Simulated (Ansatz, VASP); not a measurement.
## GePtN4: VASP beside Ansatz

```
Ge Pt N
1.0
     3.70962    0.00000    0.00000
     0.00000    3.70962    0.00000
     0.00000    0.00000    8.75649
Ge Pt N
1 1 4
Direct
  0.50000 0.50000 0.50000
  0.00000 0.00000 0.00000
  0.50000 0.00000 0.00000
  0.00000 0.50000 0.00000
  0.00000 0.00000 0.43181
  0.00000 0.00000 0.56819
```

Alike in both runs: functional PBE; k mesh 6 × 6 × 4; occupations gaussian, width 0.1 eV; no spin polarisation.

Ansatz relaxed the structure, and its values are those at the end. VASP's run is a single point on that final structure, the one shown.

|  | VASP | Ansatz |
| --- | --- | --- |
| version | VASP 6.6.1 | Ansatz 0.2.0 |
| potentials or method | VASP PAW PBE potentials, release 64 (Ge_d, Pt, N) | scalar-relativistic, plane waves, PAW |
| plane-wave cutoff (eV) | 520 | 420 |
| valence electrons in the cell | 44 | 52 |

```tsv
	VASP	Ansatz	Ansatz less VASP
gap on the k mesh at the Fermi level (eV)	none	none	-
pressure (GPa)	0.1	0.1	-0.05
rms of the force components (eV/Å)	0.160	0.003	-0.1571
```

A gap of «none» marks a metal or a gap that the smearing closes. One of these differences is far larger than is usual between the two programs; its cause wasn't traced. The two sets of potentials don't hold the same shells in valence.

Caveats: the standard files for N, O and F lose accuracy on very short bonds; this functional lacks dispersion, which binds the layers, so the pressure and a relaxed spacing across them are unreliable. The runs have no spin-orbit coupling, so splittings on Pt are missing.
